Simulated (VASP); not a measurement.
Given:

```xyz
6
Lattice="1.5838 -2.7433 0.0000 1.5838 2.7433 0.0000 0.0000 0.0000 12.3075" Properties=species:S:1:pos:R:3 pbc="T T T"
Mo     1.5838     0.9144     3.0769
Mo     1.5838    -0.9144     9.2306
S      1.5838     0.9144    10.7994
S      1.5838    -0.9144     4.6456
S      1.5838    -0.9144     1.5081
S      1.5838     0.9144     7.6619
```

Calculation: rev-vdW-DF2, VASP's PBE PAW potentials (set 64) (plane waves; VASP 6.6.1). Settings: 520 eV cut-off, 8×8×2 Γ-centred mesh, Gaussian smearing of 0.050 eV, potentials Mo_sv S.

### Question
Estimate the energy per atom (σ→0).

### Answer

- energy per atom (σ→0) = -5.599 eV/atom

Only differences to runs with the same potentials and settings are physical.

The compound is MoS2 in the 2H layered structure. It was relaxed first.
